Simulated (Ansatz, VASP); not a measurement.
Rb2AlH4: VASP beside Ansatz

Contents of INCAR:

```
SYSTEM = Rb2AlH4
ALGO = Normal
EDIFF = 1E-6
ENCUT = 520
GGA = PE
ISIF = 2
ISMEAR = 0
LASPH = .TRUE.
LCHARG = .FALSE.
LREAL = .FALSE.
LWAVE = .FALSE.
NBANDS = 22
NELM = 60
PREC = Accurate
SIGMA = 0.1
```

Contents of KPOINTS:

```
k-points
0
G
  4 4 6
  0 0 0
```

The input POSCAR:

```
Rb2AlH4
1.0
    3.0757472098     -8.9424780377      0.0000000000
    3.0757472098      8.9424780377      0.0000000000
   -3.0555897263      0.0000000000      3.5416885544
Rb Al H
2 1 4
Direct
    0.3031523830      0.5636597601      0.8698291676
    0.5636597601      0.3031523830      0.8698291676
    0.9344042284      0.9344042284      0.8684587094
    0.5831674964      0.5831674964      0.6041962059
    0.1345596404      0.9773536420      0.1027749390
    0.0040412373      0.0040412373      0.5828366905
    0.9773536420      0.1345596404      0.1027749390
```

Input for Ansatz:

```yaml
crystal:
  lattice:
    - [3.0757472098, -8.9424780377, 0.0]
    - [3.0757472098, 8.9424780377, 0.0]
    - [-3.0555897263, 0.0, 3.5416885544]
  atoms:
    - { symbol: Rb, position: [0.303152383, 0.5636597601, 0.8698291676] }
    - { symbol: Rb, position: [0.5636597601, 0.303152383, 0.8698291676] }
    - { symbol: Al, position: [0.9344042284, 0.9344042284, 0.8684587094] }
    - { symbol: H, position: [0.5831674964, 0.5831674964, 0.6041962059] }
    - { symbol: H, position: [0.1345596404, 0.977353642, 0.102774939] }
    - { symbol: H, position: [0.0040412373, 0.0040412373, 0.5828366905] }
    - { symbol: H, position: [0.977353642, 0.1345596404, 0.102774939] }
basis:
  ecutwfc: 420
kpoints:
  mp_grid: { grid: [4, 4, 6] }
hamiltonian:
  xc: pbe
scf:
  occupations: { method: gaussian, width: 0.1 }
  lower_state_search: "off"
output:
  forces: true
  stress: true
  eigenvalues: true
```

Change from the starting cell: the structure that the rattled cell fell into.

Alike in both runs: task single point; functional PBE; k mesh 4 × 4 × 6; occupations gaussian, width 0.1 eV; no spin polarisation.

|  | VASP | Ansatz |
| --- | --- | --- |
| version | VASP 6.6.1 | Ansatz 0.2.0 |
| potentials or method | VASP PAW PBE potentials, release 64 (Rb_sv, Al, H) | scalar-relativistic, plane waves, PAW |
| plane-wave cutoff (eV) | 520 | 420 |
| valence electrons in the cell | 25 | 25 |

```tsv
	VASP	Ansatz	Ansatz less VASP
gap on the k mesh at the Fermi level (eV)	none	none	-
pressure (GPa)	0.0	0.0	+0.04
largest component of the traceless stress (GPa)	0.06	0.06	-0.003
rms of the force components (eV/Å)	0.004	0.006	+0.0019
```

Atom by atom the forces differ by 0.003 eV/Å (rms over components). A gap of «none» marks a metal or a gap that the smearing closes.
